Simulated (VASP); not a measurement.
All values below come from PBE GGA, VASP's PBE PAW potentials (set 64) (plane waves; VASP).

The input files of a VASP run:

**INCAR**
```
# general
SYSTEM  = CoGa
PREC    = Normal
ENCUT   = 400
LREAL   = .FALSE.   # projection in real space or not
LASPH   = .TRUE.

# electronic loop
EDIFF   = 1E-5   # SCF stop (eV)
NELM    = 100
NELMIN  = 4
ALGO    = Fast   # Davidson, then RMM-DIIS
LMAXMIX = 4

# smearing
ISMEAR  = 1   # Methfessel-Paxton
SIGMA   = 0.1   # width (eV)

# functional
GGA     = PE

# ions
IBRION  = 2
NSW     = 20
ISIF    = 2   # forces and stress, cell fixed
EDIFFG  = -0.03   # ionic stop

# output
LWAVE   = .FALSE.
LCHARG  = .FALSE.
```

**KPOINTS**
```
Automatic mesh
0
Gamma
14 14 14
0 0 0
```

File POSCAR:
```
CoGa
1
    2.8821118461     0.0000000000     0.0000000000
    0.0000000000     2.8821118461     0.0000000000
    0.0000000000     0.0000000000     2.8821118461
Ga Co
1 1
Direct
  0.5000000000   0.5000000000   0.5000000000
  0.0000000000   0.0000000000   0.0000000000
```

POTCAR, in this order: Ga_d Co (PBE.64 set). Program: vasp_std.

What VASP printed:

**OSZICAR**
```
       N       E                     dE             d eps       ncg     rms          rms(c)
DAV:   1     0.870661149468E+02    0.87066E+02   -0.92998E+03  3856   0.222E+03
DAV:   2    -0.719455719517E+01   -0.94261E+02   -0.92310E+02  3698   0.323E+02
DAV:   3    -0.113946808212E+02   -0.42001E+01   -0.41746E+01  4328   0.740E+01
DAV:   4    -0.114567237533E+02   -0.62043E-01   -0.62033E-01  4893   0.829E+00
DAV:   5    -0.114582306746E+02   -0.15069E-02   -0.15069E-02  4469   0.110E+00    0.953E+00
RMM:   6    -0.125472337681E+02   -0.10890E+01   -0.12949E+01  3614   0.398E+01    0.119E+01
RMM:   7    -0.105064648887E+02    0.20408E+01   -0.40565E+00  3674   0.250E+01    0.189E+00
RMM:   8    -0.104771028664E+02    0.29362E-01   -0.15096E-01  3812   0.449E+00    0.513E-01
RMM:   9    -0.104745572009E+02    0.25457E-02   -0.30088E-02  3978   0.168E+00    0.187E-01
RMM:  10    -0.104749905249E+02   -0.43332E-03   -0.49847E-03  4269   0.669E-01    0.988E-02
RMM:  11    -0.104750772155E+02   -0.86691E-04   -0.93982E-04  4439   0.292E-01    0.338E-02
RMM:  12    -0.104750864140E+02   -0.91985E-05   -0.23125E-04  3818   0.138E-01    0.115E-02
RMM:  13    -0.104750927873E+02   -0.63733E-05   -0.71909E-05  3198   0.734E-02
   1 F= -.10475093E+02 E0= -.10475205E+02  d E =-.104751E+02
```

File OUTCAR:
```
------------------------ aborting loop because EDIFF is reached ----------------------------------------
  FORCE on cell =-STRESS in cart. coord.  units (eV):
  Direction    XX          YY          ZZ          XY          YZ          ZX
  --------------------------------------------------------------------------------------
  Total       -0.0984597     -0.0984597     -0.0984597     -0.0000000      0.0000000      0.0000000
  in kB       -6.5892560     -6.5892560     -6.5892560     -0.0000000      0.0000000      0.0000000
  external PRESSURE =      -6.5892560 kB  Pullay stress =       0.0000000 kB
  volume of cell :       23.94
      direct lattice vectors                 reciprocal lattice vectors
     2.882111846  0.000000000  0.000000000     0.346967798  0.000000000  0.000000000
     0.000000000  2.882111846  0.000000000     0.000000000  0.346967798  0.000000000
     0.000000000  0.000000000  2.882111846     0.000000000  0.000000000  0.346967798
 POSITION                                       TOTAL-FORCE (eV/Angst)
 -----------------------------------------------------------------------------------
      1.44106      1.44106      1.44106         0.000000      0.000000      0.000000
      0.00000      0.00000      0.00000         0.000000      0.000000      0.000000
 -----------------------------------------------------------------------------------
    total drift:                                0.000000     -0.000000      0.000000
  FREE ENERGIE OF THE ION-ELECTRON SYSTEM (eV)
  ---------------------------------------------------
  free  energy   TOTEN  =       -10.4750927873 eV

  energy  without entropy=      -10.4754303475  energy(sigma->0) =      -10.47520531

 reached required accuracy - stopping structural energy minimisation
```
(Selected blocks of OUTCAR.)

The compound is CoGa in the CsCl type structure. It was relaxed first. The run is not spin-polarised, so no magnetic state was tried.
